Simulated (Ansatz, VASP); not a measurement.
# SnO (Romarchite): VASP beside Ansatz, part 2 of 2

Wanted: the spread between two codes on one cell, functional and k mesh. The cell is taken from a series of runs on this material, whose earlier steps may have relaxed, scaled, displaced or heated it; both programs get it as it stands.

VASP 6.6.1 and Ansatz 0.2.0.

So far: Starting point; Ansatz: zone-centre phonons, PBEsol with D3(BJ).

## (3) VASP: zone-centre phonons, PBEsol with D3(BJ)

Level of this step: PBEsol with D3(BJ); plane waves and PAW (O, Sn_d) (VASP).

The same cell, functional, mesh and smearing now go to VASP, with its own data sets.

Lines of VASP's logs that name or quote its potential files are left out, and so is its time.

INCAR

```
SYSTEM = SnO
PREC = Accurate
ENCUT = 600
EDIFF = 1E-08
NELM = 120
ISMEAR = 1
SIGMA = 0.2
LREAL = .FALSE.
ALGO = Normal
GGA = PS
IVDW = 12
NBANDS = 26
LORBIT = 11
LWAVE = .FALSE.
LCHARG = .FALSE.
ISIF = 2
IBRION = 6
NFREE = 2
POTIM = 0.015
NSW = 1
LASPH = .TRUE.
GGA_COMPAT = .FALSE.
KPAR = 2
```

POSCAR

```
SnO
1.0
    3.7536340653      0.0000000000      0.0000000000
    0.0000000000      3.7536340653      0.0000000000
    0.0000000000      0.0000000000      4.5057567852
O Sn
2 2
Direct
    0.0000000000      0.0000000000      0.0000000000
    0.5000000000      0.5000000000      0.0000000000
    0.5000000000      0.0000000000      0.2570152927
    0.0000000000      0.5000000000      0.7429847073
```

KPOINTS

```
Automatic mesh
0
Gamma
12 12 12
0 0 0
```

PAW data sets: O and Sn_d (PBE family, release 64).

Command:

```console
$ mpirun -np 2 vasp_std
```

Numbers of over 12 decimals in the logs are rounded to 6 here.

The log of the run:

```text
[banner, memory and clock lines left out]
running    2 mpi-ranks, on    1 nodes
 distrk:  each k-point on    1 cores,    2 groups
 distr:  one band on    1 cores,    1 groups

 POSCAR found type information on POSCAR O Sn
 POSCAR found :  2 types and       4 ions
|                                                                             |
|               ----> ADVICE to this user running VASP <----                  |
|                                                                             |
|     You enforced a specific xc type in the INCAR file but a different       |
|     [... a line on the potential file left out ...]
|     I HOPE YOU KNOW WHAT YOU ARE DOING!                                     |
|                                                                             |

 LDA part: xc-table for (Slater+PW92), standard interpolation
 POSCAR, INCAR and KPOINTS ok, starting setup
 FFT: planning ... GRIDC
 FFT: planning ... GRID_SOFT
 FFT: planning ... GRID
 WAVECAR not read
 entering main loop
       N       E                     dE             d eps       ncg     rms          rms(c)
DAV:   1     0.424070009736E+03    0.42407E+03   -0.22020E+04 10306   0.266E+03
DAV:   2     0.348441926365E+02   -0.38923E+03   -0.37813E+03 10720   0.580E+02
DAV:   3    -0.243732011548E+02   -0.59217E+02   -0.57974E+02 11584   0.194E+02
DAV:   4    -0.272270656641E+02   -0.28539E+01   -0.28379E+01 12202   0.436E+01
DAV:   5    -0.272878537116E+02   -0.60788E-01   -0.60725E-01 12256   0.689E+00    0.108E+01
DAV:   6    -0.242067766069E+02    0.30811E+01   -0.15063E+01 16906   0.460E+01    0.471E+00
DAV:   7    -0.241963807689E+02    0.10396E-01   -0.17360E+00 11714   0.848E+00    0.243E+00
DAV:   8    -0.241763368762E+02    0.20044E-01   -0.33374E-01 14640   0.405E+00    0.814E-01
DAV:   9    -0.241625974831E+02    0.13739E-01   -0.66590E-02 16162   0.295E+00    0.213E-01
DAV:  10    -0.241635490657E+02   -0.95158E-03   -0.83135E-03 15298   0.949E-01    0.132E-01
DAV:  11    -0.241632082286E+02    0.34084E-03   -0.19503E-03 15710   0.462E-01    0.213E-02
DAV:  12    -0.241632374745E+02   -0.29246E-04   -0.27482E-04 10762   0.997E-02    0.305E-02
DAV:  13    -0.241632282801E+02    0.91944E-05   -0.33966E-05 14898   0.473E-02    0.236E-03
DAV:  14    -0.241632283725E+02   -0.92419E-07   -0.33364E-06 14424   0.124E-02    0.323E-03
DAV:  15    -0.241632284783E+02   -0.10582E-06   -0.14187E-07 13190   0.311E-03    0.223E-03
DAV:  16    -0.241632285641E+02   -0.85782E-07   -0.13864E-07 10336   0.337E-03    0.221E-04
DAV:  17    -0.241632285725E+02   -0.84519E-08   -0.81840E-09  5966   0.974E-04
   1 F= -.25118026E+02 E0= -.25117468E+02  d E =-.167388E-02
[... from here on, the cycles between the ionic steps are left out ...]
   2 F= -.25116994E+02 E0= -.25116437E+02  d E =-.167138E-02
   3 F= -.25116994E+02 E0= -.25116437E+02  d E =-.167137E-02
   4 F= -.25117196E+02 E0= -.25116638E+02  d E =-.167404E-02
   5 F= -.25117196E+02 E0= -.25116638E+02  d E =-.167403E-02
   6 F= -.25117380E+02 E0= -.25116823E+02  d E =-.166993E-02
   7 F= -.25117380E+02 E0= -.25116823E+02  d E =-.166993E-02
   8 F= -.25118004E+02 E0= -.25117537E+02  d E =-.140126E-02
 Finite differences progress:
  Degree of freedom:   4/  4
  Displacement:        1/  2
  Total:               7/  8
 bond charge predicted
       N       E                     dE             d eps       ncg     rms          rms(c)
DAV:   1    -0.241487376338E+02    0.14413E-01   -0.43863E+00 11654   0.119E+01    0.409E-01
DAV:   2    -0.241605415547E+02   -0.11804E-01   -0.12339E-01 15176   0.266E+00    0.135E-01
DAV:   3    -0.241603671807E+02    0.17437E-03   -0.10509E-03 15296   0.929E-01    0.976E-02
DAV:   4    -0.241603122626E+02    0.54918E-04   -0.38291E-04 17140   0.611E-01    0.341E-02
DAV:   5    -0.241603321405E+02   -0.19878E-04   -0.20274E-04 11166   0.140E-01    0.696E-03
DAV:   6    -0.241603321489E+02   -0.83955E-08   -0.59546E-06 15334   0.309E-02    0.493E-03
DAV:   7    -0.241603320636E+02    0.85343E-07   -0.90780E-07 12642   0.174E-02    0.105E-03
DAV:   8    -0.241603321291E+02   -0.65509E-07   -0.13516E-07 15414   0.530E-03    0.692E-04
DAV:   9    -0.241603321554E+02   -0.26342E-07   -0.10421E-08  5956   0.258E-03    0.180E-04
DAV:  10    -0.241603321590E+02   -0.35834E-08   -0.90477E-09  5522   0.177E-03
   9 F= -.25115076E+02 E0= -.25114464E+02  d E =-.183575E-02
 Finite differences progress:
  Degree of freedom:   4/  4
  Displacement:        2/  2
  Total:               8/  8
```

From OUTCAR (step 3):

```text
ion  position               nearest neighbor table
   1  0.000  0.000  0.000-   3 2.21   4 2.21   4 2.21   3 2.21
   2  0.500  0.500  0.000-   3 2.21   4 2.21   3 2.21   4 2.21
   3  0.500  0.000  0.257-   1 2.21   2 2.21   2 2.21   1 2.21   4 3.44   4 3.44   4 3.44   4 3.44
                             4 3.52   4 3.52   4 3.52   4 3.52
   4  0.000  0.500  0.743-   1 2.21   2 2.21   1 2.21   2 2.21   3 3.44   3 3.44   3 3.44   3 3.44
                             3 3.52   3 3.52   3 3.52   3 3.52

  LATTYP: Found a simple tetragonal cell.
 ALAT       =     3.7536340653
 C/A-ratio  =     1.2003718814

 Subroutine GETGRP returns: Found 16 space group operations
 (whereof  8 operations were pure point group operations)

The static configuration has the point symmetry D_2d.
 The point group associated with its full space group is D_4h.

 Found    196 irreducible k-points:

   k-points           NKPTS =    196   k-points in BZ     NKDIM =    196   number of bands    NBANDS=     26

   dimension x,y,z NGX =    30 NGY =   30 NGZ =   36
   dimension x,y,z NGXF=    60 NGYF=   60 NGZF=   72

   ENCUT  =  600.0 eV  44.10 Ry    6.64 a.u.   7.50  7.50  9.00*2*pi/ulx,y,z

   NELECT =      40.0000    total number of electrons

 k-points in reciprocal lattice and weights: Automatic mesh
   0.00000000  0.00000000  0.00000000       0.001
   0.08333333  0.00000000  0.00000000       0.002
   0.16666667  0.00000000  0.00000000       0.002
   0.25000000  0.00000000  0.00000000       0.002
   0.33333333  0.00000000  0.00000000       0.002
   0.41666667  0.00000000  0.00000000       0.002
   0.50000000  0.00000000  0.00000000       0.001
   0.08333333  0.08333333  0.00000000       0.002
   0.16666667  0.08333333  0.00000000       0.005
[...]
25      14.2908      0.00000
    ...

 k-point     3 :       0.1667    0.0000    0.0000
  band No.  band energies     occupation
    ...
     16       1.7854      2.00000
     17       4.1512      2.00000
     18       4.6310      2.00000
     19       4.6332      2.00000
     20       8.1987      1.40666
     21      11.1708     -0.00000
     22      11.4936     -0.00000
     23      12.7585      0.00000
     24      13.9269      0.00000
     25      13.9742      0.00000
    ...

 k-point     4 :       0.2500    0.0000    0.0000
  band No.  band energies     occupation
    ...
     16       2.0094      2.00000
     17       3.8319      2.00000
     18       4.3309      2.00000
     19       4.4431      2.00000
     20       7.6765      2.00040
     21      10.9671     -0.00000
     22      12.0760     -0.00000
     23      12.9926      0.00000
     24      13.6979      0.00000
     25      14.2718      0.00000
    ...

 k-point     5 :       0.3333    0.0000    0.0000
  band No.  band energies     occupation
    ...
     16       2.3122      2.00000
     17       3.5792      2.00000
     18       3.9544      2.00000
     19       4.3714      2.00000
     20       6.8386      2.00000
     21      11.1962     -0.00000
     22      12.2885      0.00000
     23      13.3064      0.00000
     24      13.9203      0.00000
     25      14.6020      0.00000
    ...

 Edisp (eV)   -0.95474

  Total       0.70397     0.70397     0.76552     0.00000     0.00000     0.00000
  in kB      17.76609    17.76609    19.31945     0.00000     0.00000     0.00000
  external pressure =       18.28 kB  Pullay stress =        0.00 kB

  energy-cutoff  :      600.00
  volume of cell :       63.49
      direct lattice vectors                 reciprocal lattice vectors
     3.753634065  0.000000000  0.000000000     0.266408494  0.000000000  0.000000000
     0.000000000  3.753634065  0.000000000     0.000000000  0.266408494  0.000000000
     0.000000000  0.000000000  4.505756785     0.000000000  0.000000000  0.221938300

 POSITION                                       TOTAL-FORCE (eV/Angst)
 -----------------------------------------------------------------------------------
      0.00000      0.00000      0.00000         0.000000      0.000000     -0.052496
      1.87682      1.87682      0.00000         0.000000      0.000000     -0.052496
      1.87682      0.00000      1.14305         0.000000      0.000000      0.297037
      0.00000      1.87682      3.34771         0.000000      0.000000     -0.192046
 -----------------------------------------------------------------------------------
    total drift:                               -0.000000      0.000000     -0.000050

  FREE ENERGIE OF THE ION-ELECTRON SYSTEM (eV)
  ---------------------------------------------------
  free  energy   TOTEN  =       -25.1150759722 eV

  energy  without entropy=      -25.1132402221  energy(sigma->0) =      -25.11446406

 Eigenvectors and eigenvalues of the dynamical matrix
 ----------------------------------------------------

   1 f  =   14.634847 THz    91.953458 2PiTHz  488.165960 cm-1    60.524838 meV
             X         Y         Z           dx          dy          dz
      0.000000  0.000000  0.000000     0.208393   -0.673489    0.000000
      1.876817  1.876817  0.000000    -0.208393    0.673489   -0.000000
      1.876817  0.000000  1.158048    -0.016149   -0.052191   -0.000000
      0.000000  1.876817  3.347708     0.016149    0.052191    0.000000

   2 f  =   14.634847 THz    91.953458 2PiTHz  488.165960 cm-1    60.524838 meV
             X         Y         Z           dx          dy          dz
      0.000000  0.000000  0.000000    -0.673489   -0.208393   -0.000000
      1.876817  1.876817  0.000000     0.673489    0.208393    0.000000
      1.876817  0.000000  1.158048     0.052191   -0.016149   -0.000000
      0.000000  1.876817  3.347708    -0.052191    0.016149    0.000000

   3 f  =   10.955406 THz    68.834848 2PiTHz  365.433021 cm-1    45.307900 meV
             X         Y         Z           dx          dy          dz
      0.000000  0.000000  0.000000    -0.000000    0.000000    0.707107
      1.876817  1.876817  0.000000    -0.000000    0.000000   -0.707107
      1.876817  0.000000  1.158048     0.000000   -0.000000   -0.000000
      0.000000  1.876817  3.347708     0.000000    0.000000   -0.000000

   4 f  =   10.926381 THz    68.652474 2PiTHz  364.464824 cm-1    45.187859 meV
             X         Y         Z           dx          dy          dz
      0.000000  0.000000  0.000000     0.000000    0.000000    0.663869
      1.876817  1.876817  0.000000     0.000000    0.000000    0.663869
      1.876817  0.000000  1.158048     0.000000    0.000000   -0.243469
      0.000000  1.876817  3.347708    -0.000000   -0.000000   -0.243469

   5 f  =    8.739145 THz    54.909666 2PiTHz  291.506493 cm-1    36.142183 meV
             X         Y         Z           dx          dy          dz
      0.000000  0.000000  0.000000    -0.565634   -0.347301    0.000000
      1.876817  1.876817  0.000000    -0.565634   -0.347301   -0.000000
      1.876817  0.000000  1.158048     0.207766    0.127569    0.000000
      0.000000  1.876817  3.347708     0.207766    0.127569   -0.000000

   6 f  =    8.739145 THz    54.909666 2PiTHz  291.506493 cm-1    36.142183 meV
             X         Y         Z           dx          dy          dz
      0.000000  0.000000  0.000000    -0.347301    0.565634   -0.000000
      1.876817  1.876817  0.000000    -0.347301    0.565634    0.000000
      1.876817  0.000000  1.158048     0.127569   -0.207766    0.000000
      0.000000  1.876817  3.347708     0.127569   -0.207766    0.000000

   7 f  =    6.347945 THz    39.885316 2PiTHz  211.744657 cm-1    26.252980 meV
             X         Y         Z           dx          dy          dz
      0.000000  0.000000  0.000000     0.000000    0.000000   -0.000000
      1.876817  1.876817  0.000000     0.000000    0.000000   -0.000000
      1.876817  0.000000  1.158048    -0.000000    0.000000    0.707107
      0.000000  1.876817  3.347708     0.000000    0.000000   -0.707107

   8 f  =    3.653275 THz    22.954206 2PiTHz  121.860149 cm-1    15.108726 meV
             X         Y         Z           dx          dy          dz
      0.000000  0.000000  0.000000    -0.033550    0.043117   -0.000000
      1.876817  1.876817  0.000000     0.033550   -0.043117    0.000000
      1.876817  0.000000  1.158048    -0.432939   -0.556398   -0.000000
      0.000000  1.876817  3.347708     0.432939    0.556398   -0.000000

   9 f  =    3.653275 THz    22.954206 2PiTHz  121.860149 cm-1    15.108726 meV
             X         Y         Z           dx          dy          dz
      0.000000  0.000000  0.000000    -0.043117   -0.033550   -0.000000
      1.876817  1.876817  0.000000     0.043117    0.033550    0.000000
      1.876817  0.000000  1.158048    -0.556398    0.432939    0.000000
      0.000000  1.876817  3.347708     0.556398   -0.432939    0.000000

  10 f/i=    0.001457 THz     0.009153 2PiTHz    0.048594 cm-1     0.006025 meV
             X         Y         Z           dx          dy          dz
      0.000000  0.000000  0.000000     0.116741    0.214038   -0.000000
      1.876817  1.876817  0.000000     0.116741    0.214038   -0.000000
      1.876817  0.000000  1.158048     0.317823    0.582708   -0.000000
      0.000000  1.876817  3.347708     0.317823    0.582708   -0.000000

  11 f/i=    0.001457 THz     0.009153 2PiTHz    0.048594 cm-1     0.006025 meV
             X         Y         Z           dx          dy          dz
      0.000000  0.000000  0.000000    -0.214038    0.116741   -0.000000
      1.876817  1.876817  0.000000    -0.214038    0.116741   -0.000000
      1.876817  0.000000  1.158048    -0.582708    0.317823   -0.000000
      0.000000  1.876817  3.347708    -0.582708    0.317823   -0.000000

  12 f/i=    0.003701 THz     0.023254 2PiTHz    0.123454 cm-1     0.015306 meV
             X         Y         Z           dx          dy          dz
      0.000000  0.000000  0.000000     0.000000   -0.000000   -0.243469
      1.876817  1.876817  0.000000     0.000000   -0.000000   -0.243469
      1.876817  0.000000  1.158048     0.000000   -0.000000   -0.663869
      0.000000  1.876817  3.347708     0.000000   -0.000000   -0.663869

 ELASTIC MODULI CONTR FROM IONIC RELAXATION (kBar)
 Direction    XX          YY          ZZ          XY          YZ          ZX
 --------------------------------------------------------------------------------
 XX        -749.6391    -93.2120   -573.3957      0.0000     -0.0000      0.0000
 YY         -93.2120   -749.6391   -573.3957      0.0000      0.0000     -0.0000
 ZZ        -573.3957   -573.3957   -780.1679      0.0000      0.0000      0.0000
 XY           0.0000      0.0000      0.0000      0.0000      0.0000      0.0000
 YZ          -0.0000      0.0000      0.0000      0.0000   -263.1720      0.0000
 ZX           0.0000     -0.0000      0.0000      0.0000      0.0000   -263.1697
 --------------------------------------------------------------------------------

 total charge
# of ion       s       p       d       tot
------------------------------------------
    1        1.570   3.437   0.000   5.007
    2        1.570   3.437   0.000   5.007
    3        1.228   0.854  10.102  12.184
    4        1.228   0.854  10.102  12.184
--------------------------------------------------
tot          5.596   8.581  20.204  34.381

[... 1 further part left out ...]
```

Levels, forces or a CONTCAR printed for this step are those of its last displaced cell, not of the structure at rest.

## (4) Comparison

Known differences besides the potentials themselves: the cutoff is 420 eV in Ansatz and 600 eV in VASP; Ansatz makes its cores anew for this functional, VASP keeps those of its PBE data sets; Ansatz takes the dispersion share of the force constants at frozen C6 weights, VASP differentiates the full forces; VASP uses finite displacements, Ansatz perturbation theory. Total energies have different zeros and are not compared.

Both answers:

```
                  quantity  Ansatz   VASP  difference
optical mode 1 to 2 (cm⁻¹)   120.7  121.9     -0.97 %
     optical mode 3 (cm⁻¹)   210.8  211.7     -0.44 %
optical mode 4 to 5 (cm⁻¹)   287.2  291.5     -1.47 %
     optical mode 6 (cm⁻¹)   362.0  364.5     -0.67 %
     optical mode 7 (cm⁻¹)   362.5  365.4     -0.81 %
optical mode 8 to 9 (cm⁻¹)   485.8  488.2     -0.48 %
```

Modes are paired by rising frequency, not by their patterns, so a pair may set unlike modes beside each other; they are those without the splitting of longitudinal modes.

## (5) Summary of results

| Quantity | Value |
| --- | --- |
| r.m.s. difference of the optical zone-centre modes, each program's sorted by frequency (zone-centre phonons, PBEsol with D3(BJ)) | 2.7 cm⁻¹ |
| difference in optical mode 4 to 5 (zone-centre phonons, PBEsol with D3(BJ)) | -1.5 % |

The r.m.s. difference of the optical zone-centre modes, each program's sorted by frequency is 2.7 cm⁻¹ (zone-centre phonons, PBEsol with D3(BJ)). Among the rows given in per cent, the largest difference of the zone-centre phonons, PBEsol with D3(BJ) pair is in optical mode 4 to 5, -1.5 %. How closely two codes agree says nothing of how well the functional describes the real material.

[Lines on the potential files, build, host, timing and source positions are cut from VASP's logs without a mark.]

[Logs are printed without paths, hosts, clocks, repeated set-up lines and the standing remarks that a program may print on its own settings, such as how far it seeks lower states.]

[Hosts, paths, dates, database ids (printed as entryN), source tags and the programs' standing remarks are cut or masked in the printed files.]
